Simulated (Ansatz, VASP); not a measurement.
# Cross-check of Os (Osmium) between VASP and Ansatz

Aim: how closely do two programs agree when they are given the same cell, functional and k mesh? The cell is taken from a series of runs on this material, whose earlier steps may have relaxed, scaled, displaced or heated it; both programs get it as it stands.

Main program and level: Ansatz 0.2.0; plane waves, with VASP 6.6.1 beside it; zone-centre phonons at LDA.

## Step 1: The structure

It takes space group P6_3/mmc (No. 194, hexagonal). Conventional cell: a = 2.737 Å, b = 2.737 Å, c = 4.162 Å, α = 90.00°, β = 90.00°, γ = 120.00°. Os has 12 Os at 2.61 to 2.74 Å nearest.

Structure file:

```cif
data_structure
_symmetry_space_group_name_H-M 'P 1'
_symmetry_Int_Tables_number 1
_cell_length_a 2.7374
_cell_length_b 2.7374
_cell_length_c 4.1621
_cell_angle_alpha 90.000
_cell_angle_beta 90.000
_cell_angle_gamma 120.000
_cell_volume 27.01
loop_
_atom_site_label
_atom_site_type_symbol
_atom_site_fract_x
_atom_site_fract_y
_atom_site_fract_z
_atom_site_occupancy
Os1 Os 0.33333 0.66667 0.25000 1
Os2 Os 0.66667 0.33333 0.75000 1
```

## Step 2: Ansatz: zone-centre phonons, LDA

Ansatz runs on its PAW soft_1 files.

Second derivatives magnify differences that forces hide, and they need a tight electronic threshold.

Contents of input.yaml:

```yaml
crystal:
  lattice:
    - [2.737439738, 0.0, 0.0]
    - [-1.368719869, 2.3706923545, 0.0]
    - [0.0, 0.0, 4.1621388159]
  atoms:
    - { symbol: Os, position: [0.3333333327, 0.6666666673, 0.25] }
    - { symbol: Os, position: [0.6666666673, 0.3333333327, 0.75] }
kpoints:
  mp_grid: { grid: [18, 18, 12] }
hamiltonian:
  xc: lda
  pseudopotentials: { kind: paw, azcp: { folder: soft_1 }, xc_functional: pbe }
scf:
  occupations: { method: methfessel_paxton, width: 0.2 }
output:
  eigenvalues: true
phonons:
  method: dfpt
```

On the command line:

```bash
ansatz run input.yaml --threads 4 --pin off --max-ram 10240MiB --backend cpu --events-out ev --progress --plain --runs-dir out
```

Numbers of over 12 decimals in the logs are rounded to 6 here.

Output:

```text
zone centre: on kpoints.mp_grid the ground state, and the responses unless they are solved on pairs of k-points, stand on 637 of the mesh's 3888 k-points, reduced under 4 symmetry operations, with k and −k counted as one. Each operation leaves every solved displacement unchanged or reverses it
Engine: ansatz 0.2.0, aarch64-unknown-linux-gnu
Pseudopotentials: kind: paw
Pseudopotential: Os, paw, valence charge 16, recommended cutoff 420 eV (normal), soft_1/Os.paw.azcp
Functional definition: SPW92
  exchange = slater_x
  correlation = pw_c
Crystal: 2 atoms, lattice volume = 27.011 Å³
Basis set: ecut = 420 eV, 535 PW (Γ), exchange–correlation on 40×40×60 points (8 copies of the dense FFT grid, shifted against one another)
Bands: 20, of which v1, the nominal top of the filled ones, is band 16 counted from 1 (15 counted from 0)
Symmetry: 24 space group operations
k-points: 637 of 3888 (irreducible under 4 space group operations, time reversal used)
Non-local potential: Os, projectors of the file, l = 0: 3, l = 1: 2, l = 2: 2, l = 3: 1
PAW form: soft (Blöchl's): semilocal exchange-correlation on the pseudo side does not see the compensation charge
PAW frozen core: Os, regenerated for the run's functional, and the local potential with it (the file was generated under x = pbe(κ = 0.804, μ = 0.219515), c = pbe(β = 0.066725))
PAW one-centre angular grid: Os, 590 points (default); XC on 64 Gauss nodes
Initial density: superposition of atomic densities (chi_scale 0.1, normalization cell)
Initial wavefunctions: pseudopotential atomic-orbital guess
Functional: x = slater, c = lda
SCF iter   1: F=—  HF=-22239.329480 eV  |F-HF|=—  |Δ(HF+E_count)|=         —  Δρ=6.14e-2  dr2=8.09e-1  ethr=3.10e-3  ⟨swp⟩=5.0  Hψ=116246  notcnv=0  defer=41
automatic band count: the SCF goes on with 24 bands, as 20 were too few: they end inside the smearing window of the response
preconditioner: auto → none  [metal: Δε(μ)=0.042 eV  Ē_g=12.516 eV  σ=0.200 eV  W_gap=0.18  n_scr=8 (ndim 8)  ℏωp=28.6 eV  f_vac=0.000  D(μ)=1.15/eV (n_scr^D=8)  sad-step TF]
SCF iter   2: F=—  HF=-22239.108583 eV  |F-HF|=—  |Δ(HF+E_count)|=   2.21e-1  S|Δr|=    0.00e0  Δρ=3.58e-2  dr2=2.67e-1  ethr=2.53e-3  ⟨swp⟩=2.0  Hψ=22832  notcnv=0  defer=360
SCF iter   3: F=—  HF=-22239.008517 eV  |F-HF|=—  |Δ(HF+E_count)|=   1.00e-1  S|Δr|=    0.00e0  Δρ=1.62e-3  dr2=3.59e-4  ethr=8.34e-4  ⟨swp⟩=2.0  Hψ=21577  notcnv=0  defer=360
SCF iter   4: F=—  HF=-22239.008251 eV  |F-HF|=—  |Δ(HF+E_count)|=   2.66e-4  S|Δr|=    0.00e0  Δρ=2.21e-4  dr2=6.66e-6  ethr=1.12e-6  ⟨swp⟩=2.1  Hψ=21914  notcnv=0  defer=506
SCF iter   5: F=—  HF=-22239.008247 eV  |F-HF|=—  |Δ(HF+E_count)|=   3.48e-6  S|Δr|=    0.00e0  Δρ=4.83e-5  dr2=2.85e-7  ethr=2.08e-8  ⟨swp⟩=2.3  Hψ=21409  notcnv=0  defer=506
SCF iter   6: F=—  HF=-22239.008253 eV  |F-HF|=—  |Δ(HF+E_count)|=   5.80e-6  S|Δr|=    0.00e0  Δρ=7.37e-6  dr2=8.12e-9  ethr=8.92e-10  ⟨swp⟩=2.7  Hψ=24654  notcnv=0  defer=639
SCF iter   7: F=—  HF=-22239.008253 eV  |F-HF|=—  |Δ(HF+E_count)|=   1.83e-9  S|Δr|=    0.00e0  Δρ=1.31e-6  dr2=1.01e-10  ethr=2.54e-11  ⟨swp⟩=2.0  Hψ=21253  notcnv=0  defer=639
SCF iter   8: F=-22239.008253 eV  HF=-22239.008253 eV  |F-HF|=7.28e-12  |Δ(HF+E_count)|=  9.09e-11  S|Δr|=    0.00e0  Δρ=1.36e-7  dr2=2.90e-12  ethr=1.00e-12  ⟨swp⟩=9.9  Hψ=70795  notcnv=0
SCF 1 converged in 8 iterations: F = -22239.008253 eV  dr2 = 2.90e-12
  greatest PAW one-centre occupation: 1.000 electrons in one spin orbital (limit 2), on the Os atom at site 1 (counted from 0), in its partial waves of l = 0
DFPT response loops at Γ: preconditioner auto → Kerker (q_TF=auto, 2.806 Å⁻¹) (partly filled bands, converged f_vac=0.000); β = 1.00, the filter's whole step (`scf.mixing.beta` (0.50) is not read by the response loops under this deck's `scf.mixing.preconditioner`; to damp them name `kerker` or `kerker_dos`, under which they read `scf.mixing.beta`, and type it under 1.00, their step now; both keys bind the ground state too); Broyden in place of MSR1
SCF converged after 8 iterations
Stability not checked: this state was not tested for a lower state beside it, because cold or Methfessel-Paxton smearing, or corrected tetrahedra, fill the levels in a way that the test cannot read (fill_not_monotonic; see scf.lower_state_search)
Free energy (F): -22239.008253 eV
Harris-Foulkes:  -22239.008253 eV  (|F-HF|=7.28e-12)
Internal energy: -22239.008897 eV  (E = F + TS)
E sigma→0 (E₀):  -22239.008414 eV
Entropy (-TS):   0.000644 eV (0.322 meV/atom)
Fermi energy:    26.768002 eV
Step filling:    the computed levels leave a gap of 0.0000 eV = 0.0 smearing widths at the electron count; against every level under it full and every level over it empty, smearing changes F+E_penalty+E_count by +0.847 meV and its σ→0 estimate by +0.686 meV
--- Per-component energies (eV) ---
  E_band       = -109.883062
  E_kinetic    = 989.751758
  E_local      = -1772.974529  (includes V_loc(G=0)·N_el)
  E_nonlocal   = 406.192122
  E_hartree    = 636.929766
  E_xc         = -467.276288
  E_vxc        = -495.081651  (∫ρ·V_xc dr)
  E_paw        = -17564.701521  (= ΣΔE_a)
  E_vpaw       = -511.631253  (= ΣTr[D̂ρ^β])
  E_aug_tail   = 0.000884  (compensation charges beyond the density's cutoff)
  E_ewald      = -4467.656734
  E_core_change = 0.725646  (= ΣΔE_core)
  E_smearing   = 0.000644  (= −TS)
  E_closure    = 0.000000  (closes the sum)
  Σ components = -22239.008253   (vs F -22239.008253, Δ=0.00e0)
--- Band table (eV; the first three rows and the last of 637) ---
  k-point 0: bands = [... 12 lower, 24.2536, 24.4628, 24.4628, 24.7339, 24.7339, 27.3374, 28.5162, 28.5162, ... 4 higher]
  k-point 1: bands = [... 12 lower, 24.1895, 24.3834, 24.3834, 24.9243, 24.9243, 27.0039, 28.5503, 28.5503, ... 4 higher]
  k-point 2: bands = [... 12 lower, 24.0092, 24.1725, 24.1725, 25.3759, 25.3759, 26.1755, 28.6150, 28.6150, ... 4 higher]
  k-point 636: bands = [... 12 lower, 23.1959, 23.1959, 24.9973, 24.9973, 29.0903, 29.0903, 31.7379, 31.7379, ... 4 higher]
--- Phonons (Γ-DFPT): 2 representative perturbations + reference, on 637 of 3888 k-points (Σ response iterations 4) ---
  k mesh reduced under 4 symmetry operations, with k and −k counted as one. Each operation leaves every solved displacement unchanged or reverses it
  ASR residual: 1.464e-4 → 0.000e0 eV/Å²; symmetrization residual: 3.411e-13 eV/Å²
  ASR residual per site (eV/Å²): 1.46e-4 1.46e-4
  Γ frequencies (cm⁻¹): 0.00 0.00 0.00 184.72 184.72 262.65
  non-analytic LO–TO correction: not included (Born effective charges unavailable; polar crystals: no LO–TO splitting at Γ)
```

## Step 3: VASP: zone-centre phonons, LDA

The same cell, functional (in two slightly different forms), mesh and smearing now go to VASP, with its own data sets.

Lines of VASP's logs that name or quote its potential files are left out, and so is its time.

Contents of INCAR:

```
SYSTEM = Os
PREC = Accurate
ENCUT = 600
EDIFF = 1E-08
NELM = 120
ISMEAR = 1
SIGMA = 0.2
LREAL = .FALSE.
ALGO = Normal
GGA = CA
NBANDS = 14
LASPH = .TRUE.
LORBIT = 11
LWAVE = .FALSE.
LCHARG = .FALSE.
ISIF = 2
IBRION = 8
GGA_COMPAT = .FALSE.
KPAR = 2
```

Contents of POSCAR:

```
Os
1.0
    2.7374397380      0.0000000000      0.0000000000
   -1.3687198690      2.3706923545      0.0000000000
    0.0000000000      0.0000000000      4.1621388159
Os
2
Direct
    0.3333333327      0.6666666673      0.2500000000
    0.6666666673      0.3333333327      0.7500000000
```

Contents of KPOINTS:

```
Automatic mesh
0
Gamma
18 18 12
0 0 0
```

Potentials, in the order of the species: Os (LDA family, release 64).

On the command line:

```bash
mpirun -np 2 vasp_std
```

Output:

```text
[banner, memory and clock lines left out]
running    2 mpi-ranks, on    1 nodes
 distrk:  each k-point on    1 cores,    2 groups
 distr:  one band on    1 cores,    1 groups

 POSCAR found type information on POSCAR Os
 POSCAR found :  1 types and       2 ions
 LDA part: xc-table for (Slater(with rela. corr.)+CA(PZ))
 , standard interpolation
 POSCAR, INCAR and KPOINTS ok, starting setup
 FFT: planning ... GRIDC
 FFT: planning ... GRID_SOFT
 FFT: planning ... GRID
 WAVECAR not read
 entering main loop
       N       E                     dE             d eps       ncg     rms          rms(c)
DAV:   1     0.113986163348E+03    0.11399E+03   -0.83498E+03  7252   0.124E+03
DAV:   2    -0.208524434908E+02   -0.13484E+03   -0.11923E+03  7354   0.364E+02
DAV:   3    -0.267449615815E+02   -0.58925E+01   -0.56522E+01  9622   0.673E+01
DAV:   4    -0.268040145237E+02   -0.59053E-01   -0.58664E-01  7726   0.685E+00
DAV:   5    -0.268043196698E+02   -0.30515E-03   -0.30513E-03  9602   0.458E-01    0.352E+01
DAV:   6    -0.256005944659E+02    0.12037E+01   -0.10866E+00  8914   0.931E+00    0.159E+01
DAV:   7    -0.252565067435E+02    0.34409E+00   -0.70361E-01  9122   0.729E+00    0.929E-01
DAV:   8    -0.252480078521E+02    0.84989E-02   -0.73183E-03  7408   0.678E-01    0.401E-01
DAV:   9    -0.252458867802E+02    0.21211E-02   -0.17124E-03  8746   0.417E-01    0.516E-02
DAV:  10    -0.252458925233E+02   -0.57431E-05   -0.30619E-05  8848   0.444E-02    0.146E-02
DAV:  11    -0.252458871606E+02    0.53627E-05   -0.17740E-06  8362   0.156E-02    0.160E-03
DAV:  12    -0.252458870147E+02    0.14591E-06   -0.74163E-08  8860   0.308E-03    0.163E-04
DAV:  13    -0.252458870135E+02    0.11814E-08   -0.22987E-09  5150   0.552E-04
   1 F= -.25245887E+02 E0= -.25246103E+02  d E =0.646518E-03
 Linear response reoptimize wavefunctions to high precision
DAV:   1    -0.252458870131E+02    0.39631E-09   -0.25678E-10  5414   0.155E-04
DAV:   2    -0.252458870131E+02    0.13642E-11   -0.22581E-11  4130   0.587E-05
 Linear response DOF=           2
 Linear response progress:
  Degree of freedom:   1/  2
       N       E                     dE             d eps       ncg     rms          rms(c)
RMM:   1    -0.198366165898E+00   -0.19837E+00   -0.11446E-01 54168   0.255E+00
RMM:   2    -0.194148835223E+00    0.42173E-02   -0.19098E-03 44735   0.544E-01    0.157E-01
RMM:   3    -0.192999992367E+00    0.11488E-02   -0.51324E-04 50239   0.156E-01    0.881E-02
RMM:   4    -0.192407048193E+00    0.59294E-03   -0.74624E-04 50654   0.183E-01    0.119E-02
RMM:   5    -0.192480364863E+00   -0.73317E-04   -0.15464E-05 52052   0.278E-02    0.399E-03
RMM:   6    -0.192463503050E+00    0.16862E-04   -0.12894E-06 51921   0.829E-03    0.128E-03
RMM:   7    -0.192461338029E+00    0.21650E-05    0.26152E-08 53456   0.129E-03    0.862E-04
RMM:   8    -0.192458677567E+00    0.26605E-05    0.11179E-08 52169   0.112E-03    0.101E-04
RMM:   9    -0.192458250155E+00    0.42741E-06    0.65302E-08 53808   0.180E-04    0.259E-05
RMM:  10    -0.192458016131E+00    0.23402E-06   -0.33198E-08 49878   0.481E-05    0.373E-06
RMM:  11    -0.192457999787E+00    0.16344E-07    0.17225E-08 54568   0.165E-05    0.221E-06
RMM:  12    -0.192458009462E+00   -0.96745E-08   -0.61581E-09 51892   0.915E-06    0.346E-07
 first order change of Fermi-energy  -0.11535E-04
 force on displaced ion       1 direction 1 : -11.808   0.001   0.000
 Linear response progress:
  Degree of freedom:   2/  2
       N       E                     dE             d eps       ncg     rms          rms(c)
RMM:   1    -0.249969131715E+00   -0.24997E+00   -0.13871E-01 19487   0.270E+00
RMM:   2    -0.241424177480E+00    0.85450E-02   -0.60348E-03 15039   0.742E-01    0.192E-01
RMM:   3    -0.240781302509E+00    0.64287E-03   -0.73642E-04 17717   0.152E-01    0.108E-01
RMM:   4    -0.240895768622E+00   -0.11447E-03   -0.36343E-04 17750   0.152E-01    0.114E-02
RMM:   5    -0.240953225980E+00   -0.57457E-04    0.54177E-05 18306   0.171E-02    0.576E-03
RMM:   6    -0.240968294356E+00   -0.15068E-04    0.12595E-05 17989   0.388E-03    0.407E-03
RMM:   7    -0.240980845035E+00   -0.12551E-04    0.63727E-06 18256   0.366E-03    0.432E-04
RMM:   8    -0.240979176424E+00    0.16686E-05    0.33918E-07 18398   0.631E-04    0.151E-04
RMM:   9    -0.240977913088E+00    0.12633E-05    0.92105E-08 18389   0.210E-04    0.365E-05
RMM:  10    -0.240977968021E+00   -0.54932E-07    0.17611E-07 17302   0.941E-05    0.388E-06
RMM:  11    -0.240978004770E+00   -0.36750E-07   -0.51452E-09 18742   0.319E-05    0.295E-06
RMM:  12    -0.240978002794E+00    0.19760E-08   -0.88818E-09 17770   0.172E-05    0.600E-07
 first order change of Fermi-energy   0.12212E-03
 force on displaced ion       1 direction 3 :   0.000  -0.000 -23.874
 Linear response finished
```

OUTCAR, selected parts (step 3):

```text
ion  position               nearest neighbor table
   1  0.333  0.667  0.250-   2 2.61   2 2.61   2 2.61   2 2.61   2 2.61   2 2.61
   2  0.667  0.333  0.750-   1 2.61   1 2.61   1 2.61   1 2.61   1 2.61   1 2.61

  LATTYP: Found a hexagonal cell.
 ALAT       =     2.7374397380
 C/A-ratio  =     1.5204494762

 Subroutine GETGRP returns: Found 24 space group operations
 (whereof 12 operations were pure point group operations)

The static configuration has the point symmetry D_3d.
 The point group associated with its full space group is D_6h.

 Found    259 irreducible k-points:

   k-points           NKPTS =    259   k-points in BZ     NKDIM =    259   number of bands    NBANDS=     14

   dimension x,y,z NGX =    24 NGY =   24 NGZ =   36
   dimension x,y,z NGXF=    48 NGYF=   48 NGZF=   72

   ENCUT  =  600.0 eV  44.10 Ry    6.64 a.u.   5.47  5.47  8.31*2*pi/ulx,y,z

   NELECT =      16.0000    total number of electrons

 k-points in reciprocal lattice and weights: Automatic mesh
   0.00000000  0.00000000  0.00000000       0.000
   0.05555556 -0.00000000  0.00000000       0.002
   0.11111111 -0.00000000  0.00000000       0.002
   0.16666667 -0.00000000  0.00000000       0.002
   0.22222222 -0.00000000  0.00000000       0.002
   0.27777778 -0.00000000  0.00000000       0.002
   0.33333333 -0.00000000  0.00000000       0.002
   0.38888889 -0.00000000  0.00000000       0.002
   0.44444444 -0.00000000  0.00000000       0.002
[...]
0.33333333  0.27777778  0.50000000       0.003
   0.33333333  0.33333333  0.50000000       0.001

 average (electrostatic) potential at core
       1 -43.0037       2 -43.0037

  Total        0.2483748      0.2483748      4.3340474      0.0000000      0.0000000      0.0000000
  in kB       14.7326810     14.7326810    257.0797742      0.0000000      0.0000000      0.0000000
  external PRESSURE =      95.5150454 kB  Pullay stress =       0.0000000 kB

  energy-cutoff  :      600.00
  volume of cell :       27.01
      direct lattice vectors                 reciprocal lattice vectors
     2.737439738  0.000000000  0.000000000     0.365304845  0.210908851  0.000000000
    -1.368719869  2.370692355  0.000000000     0.000000000  0.421817702  0.000000000
     0.000000000  0.000000000  4.162138816     0.000000000  0.000000000  0.240261088

 POSITION                                       TOTAL-FORCE (eV/Angst)
 -----------------------------------------------------------------------------------
     -0.00000      1.58046      1.04053         0.000000     -0.000000      0.000000
      1.36872      0.79023      3.12160        -0.000000      0.000000      0.000000
 -----------------------------------------------------------------------------------
    total drift:                               -0.000000      0.000000     -0.000000

 Eigenvectors and eigenvalues of the dynamical matrix
 ----------------------------------------------------

   1 f  =    7.832894 THz    49.215522 2PiTHz  261.277207 cm-1    32.394231 meV
             X         Y         Z           dx          dy          dz
     -0.000000  1.580462  1.040535     0.000000    0.000000    0.707107
      1.368720  0.790231  3.121604     0.000000    0.000000   -0.707107

   2 f  =    5.508763 THz    34.612578 2PiTHz  183.752551 cm-1    22.782402 meV
             X         Y         Z           dx          dy          dz
     -0.000000  1.580462  1.040535     0.000000    0.707107   -0.000000
      1.368720  0.790231  3.121604     0.000000   -0.707107    0.000000

   3 f  =    5.508763 THz    34.612578 2PiTHz  183.752551 cm-1    22.782402 meV
             X         Y         Z           dx          dy          dz
     -0.000000  1.580462  1.040535    -0.707107    0.000000    0.000000
      1.368720  0.790231  3.121604     0.707107    0.000000    0.000000

   4 f  =    0.000000 THz     0.000000 2PiTHz    0.000000 cm-1     0.000000 meV
             X         Y         Z           dx          dy          dz
     -0.000000  1.580462  1.040535     0.707107    0.000000    0.000000
      1.368720  0.790231  3.121604     0.707107    0.000000    0.000000

   5 f  =    0.000000 THz     0.000000 2PiTHz    0.000000 cm-1     0.000000 meV
             X         Y         Z           dx          dy          dz
     -0.000000  1.580462  1.040535     0.000000    0.707107   -0.000000
      1.368720  0.790231  3.121604     0.000000    0.707107    0.000000

   6 f  =    0.000000 THz     0.000000 2PiTHz    0.000000 cm-1     0.000000 meV
             X         Y         Z           dx          dy          dz
     -0.000000  1.580462  1.040535     0.000000    0.000000    0.707107
      1.368720  0.790231  3.121604     0.000000    0.000000    0.707107

 ELASTIC MODULI CONTR FROM IONIC RELAXATION (kBar)
 Direction    XX          YY          ZZ          XY          YZ          ZX
 --------------------------------------------------------------------------------
 XX         -41.1925     41.1925      0.0000      0.0000      0.0000      0.0000
 YY          41.1925    -41.1925      0.0000     -0.0000      0.0000      0.0000
 ZZ           0.0000      0.0000      0.0000      0.0000      0.0000      0.0000
 XY           0.0000     -0.0000      0.0000    -41.1925      0.0000      0.0000
 YZ           0.0000      0.0000      0.0000      0.0000      0.0000      0.0000
 ZX           0.0000      0.0000      0.0000      0.0000      0.0000      0.0000
 --------------------------------------------------------------------------------
```

## Step 4: Comparison

Known differences besides the potentials themselves: the two LDA forms differ slightly; the data sets hold 32 valence electrons in Ansatz (on its PAW soft_1 files) and 16 in VASP; the cutoff is 420 eV in Ansatz and 600 eV in VASP; VASP's log shows a relativistic correction to its local exchange, Ansatz's none. Total energies have different zeros and are not compared.

The two programs side by side:

```csv
quantity,Ansatz,VASP,difference
optical mode 1 to 2 (cm⁻¹),184.7,183.8,+0.53 %
optical mode 3 (cm⁻¹),262.6,261.3,+0.53 %
```

Modes are paired by rising frequency, not by their patterns, so a pair may set unlike modes beside each other; they are those without the splitting of longitudinal modes.

## Step 5: Results

```yaml
r_m_s_difference_of_the_optical_zone_centre_modes_each_program_s_sorted_by_frequency_zone_centre_phonons_lda: 1.1 cm⁻¹
difference_in_optical_mode_1_to_2_zone_centre_phonons_lda: +0.5 %
```

In words: The r.m.s. difference of the optical zone-centre modes, each program's sorted by frequency is 1.1 cm⁻¹ (zone-centre phonons, LDA). The data sets hold unlike numbers of valence electrons (32 in Ansatz and 16 in VASP), so part of the differences comes from the potentials. Among the rows given in per cent, the largest difference of the zone-centre phonons, LDA pair is in optical mode 1 to 2, +0.5 %. How closely two codes agree says nothing of how well the functional describes the real material.

[Lines on the potential files, build, host, timing and source positions are cut from VASP's logs without a mark.]

[Logs are printed without paths, hosts, clocks, repeated set-up lines and the standing remarks that a program may print on its own settings, such as how far it seeks lower states.]

[Hosts, paths, dates, database ids (printed as entryN), source tags and the programs' standing remarks are cut or masked in the printed files.]
